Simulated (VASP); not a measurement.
Consider the following.

```
Mg2Ge
1.0
    0.00000     3.14209     3.19149
    3.12975     0.00000     3.19149
    3.12975     3.14209     0.00000
Mg Ge
2 1
Cartesian
  1.56487   1.57104   1.59574
  4.69462   4.71313   4.78723
  0.04313   0.00000   0.00000
```

All values below come from PBE GGA, VASP's PBE PAW potentials (set 64) (plane waves; VASP). Settings: 400 eV cut-off, 1×1×1 Γ-centred mesh, Gaussian smearing of 0.050 eV, potentials Mg Ge_d.

Estimate the energy per atom (σ→0), pressure.

| Item | Result |
|---|---|
| energy per atom (σ→0) | 1.655 eV/atom |
| pressure | 12.39 GPa |

The absolute energy has meaning only against runs of the same code, potentials and settings.

The compound is Mg2Ge in the antifluorite structure. The cell was not relaxed at this level, atoms are displaced from their ideal sites. The k-mesh is coarse (spacing up to 1.73 per Å, 2π included), so the numbers may not be converged in it. The run is one of a series of settings (KPOINTS 1×1×1 Γ-centred mesh against the base run), some of them coarse on purpose.
